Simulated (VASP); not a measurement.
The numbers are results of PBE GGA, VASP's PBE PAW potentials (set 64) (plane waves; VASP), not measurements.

Input for VASP

KPOINTS:
```
Automatic mesh
0
Gamma
  7 7 7
```

INCAR:
```
ALGO = Normal
EDIFF = 1E-6
ENCUT = 300
GGA = PE
ISIF = 2
ISMEAR = 0
LASPH = .True.
LCHARG = .False.
LMAXMIX = 4
LREAL = .False.
LWAVE = .False.
NELM = 100
PREC = Accurate
SIGMA = 0.01
SYSTEM = CdS
```

File POSCAR:
```
CdS
1
    0.0000000000     2.9550210000     2.9550210000
    2.9550210000     0.0000000000     2.9550210000
    2.9550210000     2.9550210000     0.0000000000
Cd S
1 1
Direct
  0.0000000000   0.0000000000   0.0000000000
  0.2500000000   0.2500000000   0.2500000000
```

### KPOINTS_OPT
```
k-points along high-symmetry lines
10
Line-mode
Reciprocal
  0.000000   0.000000   0.000000 ! GAMMA
 -0.500000  -0.500000   0.000000 ! X

 -0.500000  -0.500000   0.000000 ! X
 -0.375000  -0.375000   0.250000 ! U

 -0.375000   0.000000   0.375000 ! K
  0.000000   0.000000   0.000000 ! GAMMA

  0.000000   0.000000   0.000000 ! GAMMA
  0.000000   0.000000   0.500000 ! L

  0.000000   0.000000   0.500000 ! L
 -0.500000  -0.250000   0.250000 ! W

 -0.500000  -0.250000   0.250000 ! W
 -0.500000  -0.500000   0.000000 ! X
```

POTCAR, in this order: Cd S (PBE.64 set). Program: vasp_std.

**Question.** Estimate the energy per atom (σ→0), band gap (over mesh and band path).

**Answer.** 
```json
{
 "energy per atom (σ→0)": "-3.070 eV/atom",
 "band gap (over mesh and band path)": "1.05 eV"
}
```

File OSZICAR:
```
...
DAV:  11    -0.613905979611E+01   -0.82792E-04   -0.12841E-04   538   0.112E-01    0.162E-02
DAV:  12    -0.613904919070E+01    0.10605E-04   -0.37982E-05   645   0.846E-02    0.788E-03
DAV:  13    -0.613905022936E+01   -0.10387E-05   -0.43536E-06   530   0.145E-02    0.832E-03
DAV:  14    -0.613905008810E+01    0.14126E-06   -0.11642E-07   305   0.240E-03
   1 F= -.61390501E+01 E0= -.61390501E+01  d E =-.217493E-26
       N       E                     dE             ncg
       N       E                     dE             ncg
       N       E                     dE             ncg
```

The structure comes from a computed database's CdS entry; how it stands against other phases isn't given here. The cell was not relaxed at this level.
